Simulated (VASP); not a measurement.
A run of VASP 6.6.1 is set up as follows.

The input INCAR:

```
SYSTEM = MgC18
PREC     = Accurate       ! precision mode
ENCUT    = 520            ! plane-wave cutoff, eV
EDIFF    = 1E-7           ! SCF threshold, eV
ISMEAR   = -1             ! smearing method
SIGMA    = 0.05           ! smearing width, eV
LREAL    = Auto         
LASPH    = .TRUE.         ! aspherical terms in the spheres
NELM     = 100            ! most SCF steps
ALGO     = Normal         ! electronic algorithm
ISIF     = 2              ! what is computed and relaxed
LWAVE    = .FALSE.        ! write WAVECAR
LCHARG   = .FALSE.        ! write CHGCAR
GGA      = PE             ! functional
IVDW     = 12             ! dispersion correction
NBANDS   = 52             ! bands
```

The input KPOINTS:

```
Automatic mesh
0
G
  2 2 1
  0 0 0
```

POSCAR

```
MgC18
1.0
    7.3980000000      0.0000000000      0.0000000000
   -3.6990000000      6.4068560000      0.0000000000
    0.0000000000      0.0000000000     11.0000000000
C Mg
18 1
Direct
    0.0019192412      0.0003683554      0.0842261818
    0.2236682152      0.1112683038      0.0839276364
    0.0009708683      0.3338192711      0.0847465455
    0.2246176117      0.4456488487      0.0846488182
    0.0020938037      0.6680713598      0.0844575455
    0.2235144651      0.7787566944      0.0841154545
    0.3344216451      0.0005283403      0.0838910000
    0.5580488692      0.1123510502      0.0843008182
    0.3355026010      0.3348973350      0.0843433636
    0.5568226258      0.4455089985      0.0847162727
    0.3353462276      0.6669644206      0.0845194545
    0.5569715336      0.7778181685      0.0847429091
    0.6688089705      0.0014735777      0.0846598182
    0.8901157778      0.1121926261      0.0846051818
    0.6686615277      0.3336780162      0.0846920000
    0.8902777120      0.4444399874      0.0847763636
    0.6675953269      0.6671295562      0.0848296364
    0.8912254340      0.7789458667      0.0845271818
    0.1712379857      0.9389415027      0.3829103636
```

Potentials or basis: VASP PAW PBE potentials, release 64 (C, Mg).

Run with:

```console
$ cat potpaw_PBE.64/C/POTCAR potpaw_PBE.64/Mg/POTCAR > POTCAR
$ mpirun -np 1 vasp_std > vasp.out
```

What does it give for the largest force?

0.014 eV/Å.

Predict the band gap on the k mesh.

0.12 eV, direct.

Predict the dispersion energy per atom.

-0.100 eV.

Forces on the atoms (eV/Å):
```
C    0.004 -0.002 -0.004
C   -0.007  0.003 -0.003
C   -0.002 -0.005  0.003
C    0.006  0.009  0.003
C    0.001  0.006  0.005
C   -0.001  0.004  0.001
C    0.007 -0.011 -0.005
C    0.010  0.005 -0.001
C   -0.005  0.009 -0.002
C   -0.005  0.008 -0.005
C    0.013 -0.004 -0.001
C   -0.005 -0.012  0.002
C   -0.007 -0.002  0.001
C   -0.005  0.009  0.004
C    0.007  0.002 -0.002
C   -0.002 -0.007 -0.002
C   -0.011 -0.007  0.002
C    0.006  0.004  0.001
Mg  -0.006 -0.007  0.003
```

Caveat: the k mesh is coarse (spacing up to 0.49 Å⁻¹), so the values aren't converged. PBE gaps usually lie below the measured ones, often by a third to a half.
